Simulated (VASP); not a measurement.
Input of a VASP 6.6.1 run:

Contents of POSCAR:

```
NaTa
1.0
    3.4936940000      0.0000000000      0.0000000000
    0.0000000000      3.4936940000      0.0000000000
    0.0000000000      0.0000000000      3.4936940000
Na Ta
1 1
Direct
    0.0000000000      0.0000000000      0.0000000000
    0.5000000000      0.5000000000      0.5000000000
```

File INCAR.step1:

```
  PREC = Accurate
  ENCUT = 520
  ISMEAR = -1
  SIGMA = 0.0735
  LREAL = False
  LASPH = True
  NELM = 100
  NBANDS = 16
  GGA = PE
  ALGO = Normal
  EDIFF = 1E-4
  LWAVE = True
  LCHARG = False
```

The input INCAR.step2:

```
  PREC = Accurate
  ENCUT = 520
  EDIFF = 1E-6
  ISMEAR = -1
  SIGMA = 0.0735
  LREAL = False
  LASPH = True
  NELM = 100
  ALGO = Normal
  ISIF = 2
  LWAVE = False
  LCHARG = False
  METAGGA = R2SCAN
  LMIXTAU = True
  NBANDS = 16
  ISTART = 1
```

The input KPOINTS:

```
regular mesh
0
Gamma
  10 10 10
```

Potentials or basis: VASP PAW PBE potentials, release 64 (Na_pv, Ta_pv).

Run with:

```console
$ cat potpaw_PBE.64/Na_pv/POTCAR potpaw_PBE.64/Ta_pv/POTCAR > POTCAR
$ cp INCAR.step1 INCAR
$ mpirun -np 1 vasp_std > vasp.out
$ cp INCAR.step2 INCAR
$ mpirun -np 1 vasp_std > vasp.out
```

(1) What does it give for the band gap on the k mesh?

(2) Estimate the pressure.

Results:

(1) none (metal or under the smearing width).

(2) -5.3 GPa.

Caveat: the PAW data sets were made with another functional, which shifts forces and pressure a little.
